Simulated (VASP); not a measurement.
A convergence study with VASP on Mg2Ge (antifluorite): one setting is varied, all else stays as given below, so the limit is that of these other settings.

```
CELL_PARAMETERS angstrom
      0.00000     3.19500     3.19500
      3.19500     0.00000     3.19500
      3.19500     3.19500     0.00000
ATOMIC_POSITIONS crystal
  Mg 0.25000 0.25000 0.25000
  Mg 0.75000 0.75000 0.75000
  Ge 0.00000 0.00000 0.00000
```

Computed with PBE GGA, VASP's PBE PAW potentials (set 64) (plane waves; VASP 6.6.1). The tightest run used: 550 eV cut-off, 11×11×11 Monkhorst-Pack mesh, Gaussian smearing of 0.050 eV, potentials Mg Ge_d.

```json
[
 {"setting": "1×1×1 mesh", "E (eV/atom)": "1.5987", "pressure (GPa)": "9.62", "irreducible k-points": "1"},
 {"setting": "2×2×2 mesh", "E (eV/atom)": "-2.7309", "pressure (GPa)": "0.51", "irreducible k-points": "2"},
 {"setting": "3×3×3 mesh", "E (eV/atom)": "-2.5999", "pressure (GPa)": "0.41", "irreducible k-points": "4"}
]
```

Question: These are the cheaper rows. Estimate the results at 11×11×11 mesh, and how far the last row shown lies from them.

Answer: 
```
quantity        tightest run  last row shown is off by
--------------  ------------  ------------------------
E (eV/atom)          -2.7870                    0.1871
pressure (GPa)          0.63                     -0.22
```

Left out are rungs that failed or repeat a setting and relaxations that didn't move; long series are thinned to 24 rows.

The compound is Mg2Ge in the antifluorite structure. The cell was not relaxed at this level.
